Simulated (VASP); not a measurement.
Consider the following.

```yaml
crystal:
  lattice:
    - [0.00000, 1.91488, 1.91488]
    - [1.91488, 0.00000, 1.91488]
    - [1.91488, 1.91488, 0.00000]
  atoms:
    - { symbol: Rh, position: [0.00000, 0.00000, 0.00000] }
```

Method: PBE GGA, VASP's PBE PAW potentials (set 64) (plane waves; VASP). Settings: PREC = Normal, EDIFF = 1E-5, 400 eV cut-off, 20×20×20 Γ-centred mesh, first-order Methfessel-Paxton smearing of 0.10 eV, potentials Rh_pv.

Give the stress tensor in GPa (positive for a compressed cell).

```
-1.51   0.00   0.00
 0.00  -1.51   0.00
 0.00   0.00  -1.51
```
The pressure is its mean diagonal, -1.51 GPa.

The compound is Rh in the fcc structure. It was relaxed first.
